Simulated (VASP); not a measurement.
Input for VASP

KPOINTS:
```
Automatic mesh
0
Gamma
13 13 13
0 0 0
```

File POSCAR:
```
C
1.0
  0.0000000000   1.7803575228   1.7803575228
  1.7803575228   0.0000000000   1.7803575228
  1.7803575228   1.7803575228   0.0000000000
C
2
direct
  0.0000000000   0.0000000000   0.0000000000
  0.2500000000   0.2500000000   0.2500000000
```

INCAR:
```
# general
SYSTEM   =  C
PREC     =  Accurate
ENCUT    =  620
LREAL    =  .False.
LASPH    =  .True.

# electronic loop
EDIFF    =  1E-6
NELM     =  100
ALGO     =  Normal
LMIXTAU  =  .True.

# smearing
ISMEAR   =  0
SIGMA    =  0.05

# functional
METAGGA  =  R2SCAN

# ions
IBRION   =  2
NSW      =  40
ISIF     =  3
EDIFFG   =  -0.02
PSTRESS  =  50

# output
LWAVE    =  .False.
LCHARG   =  .False.
```

POTCAR, in this order: C (PBE.64 set). Program: vasp_std.

Problem. Write an equivalent input for Ansatz.

Solution. One equivalent input (not run):
Ansatz 0.2 input:
```yaml
crystal:
  lattice:
    - [0.0000000, 1.7803575, 1.7803575]
    - [1.7803575, 0.0000000, 1.7803575]
    - [1.7803575, 1.7803575, 0.0000000]
  atoms:
    - { symbol: C, position: [0.0000000, 0.0000000, 0.0000000] }
    - { symbol: C, position: [0.2500000, 0.2500000, 0.2500000] }
kpoints:
  mp_grid: { grid: [13, 13, 13] }
hamiltonian:
  xc: r2scan
  pseudopotentials: { kind: paw }
scf:
  occupations: { method: gaussian, width: 0.05 }
  max_iter: 100
relax:
  max_steps: 40
  f_tol: 0.02
  cell: { p_target: 5 }
output: { forces: true, stress: true, eigenvalues: true }
```
What does not carry over: each code has its own PAW files, so the cut-off isn't converted (ENCUT is set for VASP's; basis.ecutwfc is left out, and Ansatz then takes the one that its files recommend); Ansatz stops its SCF on the density residual and VASP on the energy change (EDIFF).

The compound is C in the diamond structure. This run relaxes it under an external pressure of 5 GPa. Symmetry was kept, so distortions that lower it aren't found.
